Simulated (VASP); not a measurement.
OSZICAR of a VASP run on SrO (rock salt):

**OSZICAR**
```
       N       E                     dE             d eps       ncg     rms          rms(c)
DAV:   1     0.161162545706E+03    0.16116E+03   -0.15628E+00   832   0.148E+01    0.616E+00
DAV:   2     0.160667543048E+03   -0.49500E+00   -0.34100E+00   784   0.238E+01    0.820E+00
DAV:   3     0.160711254859E+03    0.43712E-01   -0.98190E-02   944   0.285E+00    0.838E+00
DAV:   4     0.160611914012E+03   -0.99341E-01   -0.37481E-01   920   0.546E+00    0.764E+00
DAV:   5     0.160651717508E+03    0.39803E-01   -0.12298E-02  1112   0.965E-01    0.735E+00
DAV:   6     0.160907075222E+03    0.25536E+00   -0.50619E-01   768   0.622E+00    0.110E+01
DAV:   7     0.160995431748E+03    0.88357E-01   -0.39500E-02   928   0.181E+00    0.111E+01
DAV:   8     0.161642455830E+03    0.64702E+00   -0.26571E-01   768   0.453E+00    0.589E+00
DAV:   9     0.161796068757E+03    0.15361E+00   -0.35631E-01   768   0.559E+00    0.355E+00
DAV:  10     0.161939979846E+03    0.14391E+00   -0.32346E-02   872   0.199E+00    0.291E+00
DAV:  11     0.162074726352E+03    0.13475E+00   -0.62257E-03   848   0.944E-01    0.281E+00
DAV:  12     0.162712888805E+03    0.63816E+00   -0.42537E-02   856   0.232E+00    0.209E+00
DAV:  13     0.162643779595E+03   -0.69109E-01   -0.15011E-02   912   0.168E+00    0.310E+00
DAV:  14     0.162582570078E+03   -0.61210E-01   -0.23975E-03   784   0.541E-01    0.314E+00
DAV:  15     0.162887722721E+03    0.30515E+00   -0.78951E-03   776   0.105E+00    0.891E-01
DAV:  16     0.163061099940E+03    0.17338E+00   -0.44149E-03   936   0.727E-01    0.186E+00
DAV:  17     0.163277110500E+03    0.21601E+00   -0.43900E-03   872   0.725E-01    0.302E+00
DAV:  18     0.163245634435E+03   -0.31476E-01   -0.15709E-03   928   0.500E-01    0.235E+00
DAV:  19     0.163179519711E+03   -0.66115E-01   -0.38168E-04   904   0.178E-01    0.198E+00
DAV:  20     0.163163363894E+03   -0.16156E-01   -0.12810E-03   768   0.355E-01    0.172E+00
DAV:  21     0.163120994182E+03   -0.42370E-01   -0.28491E-03   896   0.395E-01    0.107E+00
DAV:  22     0.163101117272E+03   -0.19877E-01   -0.14957E-03   880   0.314E-01    0.406E-01
DAV:  23     0.163114169323E+03    0.13052E-01   -0.14608E-04   976   0.122E-01    0.307E-01
DAV:  24     0.163114453199E+03    0.28388E-03   -0.76639E-05   896   0.883E-02    0.183E-01
DAV:  25     0.163112330389E+03   -0.21228E-02   -0.29463E-05   864   0.612E-02    0.501E-02
DAV:  26     0.163109472561E+03   -0.28578E-02   -0.10839E-05   824   0.339E-02    0.351E-02
DAV:  27     0.163105595380E+03   -0.38772E-02   -0.38516E-06   896   0.190E-02    0.251E-02
DAV:  28     0.163102515541E+03   -0.30798E-02   -0.26804E-06   856   0.172E-02    0.113E-02
DAV:  29     0.163101242842E+03   -0.12727E-02   -0.74275E-07   600   0.105E-02    0.848E-03
DAV:  30     0.163100009789E+03   -0.12331E-02   -0.13013E-07   456   0.474E-03    0.190E-03
DAV:  31     0.163099184387E+03   -0.82540E-03   -0.75565E-08   440   0.343E-03    0.129E-03
DAV:  32     0.163098769901E+03   -0.41449E-03   -0.43232E-08   432   0.237E-03    0.118E-03
DAV:  33     0.163098632384E+03   -0.13752E-03   -0.16622E-08   432   0.141E-03    0.619E-04
DAV:  34     0.163098565844E+03   -0.66540E-04   -0.45842E-09   432   0.657E-04    0.385E-04
DAV:  35     0.163098395631E+03   -0.17021E-03   -0.21705E-09   432   0.501E-04    0.137E-03
DAV:  36     0.163098456847E+03    0.61216E-04   -0.21525E-09   416   0.579E-04    0.517E-04
DAV:  37     0.163098446689E+03   -0.10158E-04   -0.79733E-10   432   0.266E-04    0.514E-04
DAV:  38     0.163098457087E+03    0.10397E-04   -0.82480E-10   416   0.266E-04    0.234E-04
DAV:  39     0.163098480529E+03    0.23442E-04   -0.45025E-10   432   0.173E-04    0.304E-05
DAV:  40     0.163098472448E+03   -0.80815E-05   -0.11208E-10   432   0.111E-04    0.931E-05
DAV:  41     0.163098487031E+03    0.14584E-04   -0.39430E-11   424   0.526E-05    0.209E-05
DAV:  42     0.163098487042E+03    0.10869E-07   -0.23092E-11   408   0.507E-05
   1 F= 0.16309849E+03 E0= 0.16309849E+03  d E =-.138490E-20  mag=    -0.0000     0.0000     0.0000
       N       E                     dE             ncg
       N       E                     dE             ncg
       N       E                     dE             ncg
       N       E                     dE             ncg
       N       E                     dE             ncg
```

Which electronic solver shows in the log?

It is blocked Davidson (ALGO = Normal, or the opening steps of other solvers). The INCAR had ALGO = Normal.

How was spin treated?

With non-collinear spinors: mag has three components.

Can the final energy be trusted as converged?

The run converged. It stopped with EDIFF = 1E-6, NELM = 200 (modified Becke-Johnson potential (mBJ) with spin-orbit coupling, plane waves, VASP's PBE PAW potentials (set 64)). mBJ is a potential without an energy functional, so only the levels count.

The compound is SrO in the rock salt structure. It was relaxed first. The cell's shape comes from a PBE relaxation.
